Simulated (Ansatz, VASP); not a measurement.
# Two plane-wave programs on Al3Sb2P

```
CELL_PARAMETERS angstrom
3.72634 0.00000 0.00000
-1.86317 3.22711 0.00000
0.00000 0.00000 11.01236
ATOMIC_POSITIONS crystal
Al 0.66667 0.33333 0.04868
Al 0.66667 0.33333 0.41563
Al 0.00000 0.00000 0.57953
Sb 0.33333 0.66667 0.75130
Sb 0.33333 0.66667 0.24917
P 0.00000 0.00000 0.95569
```

Change from the starting cell: species swapped into the Y2Ga3Ni type (P3m1, No. 156).

Alike in both runs: functional PBE; k mesh 12 × 12 × 4; occupations gaussian, width 0.1 eV; no spin polarisation.

Ansatz relaxed the structure, and its values are those at the end. VASP's run is a single point on that final structure, the one shown.

```csv
,VASP,Ansatz
version,VASP 6.6.1,Ansatz 0.2.0
potentials or method,"VASP PAW PBE potentials, release 64 (Al, Sb, P)","scalar-relativistic, plane waves, PAW"
plane-wave cutoff (eV),520,420
valence electrons in the cell,24,44
```

VASP gave:

```
gap on the k mesh at the Fermi level (eV) : none
pressure (GPa)                            : 0.0
rms of the force components (eV/Å)        : 0.009
```

Question: Which values does Ansatz return?

Answer: gap on the k mesh at the Fermi level (eV): none; pressure (GPa): 0.0; rms of the force components (eV/Å): 0.003.

A gap of «none» marks a metal or a gap that the smearing closes. The two sets of potentials don't hold the same shells in valence.

The runs have no spin-orbit coupling, so splittings on Sb are missing.
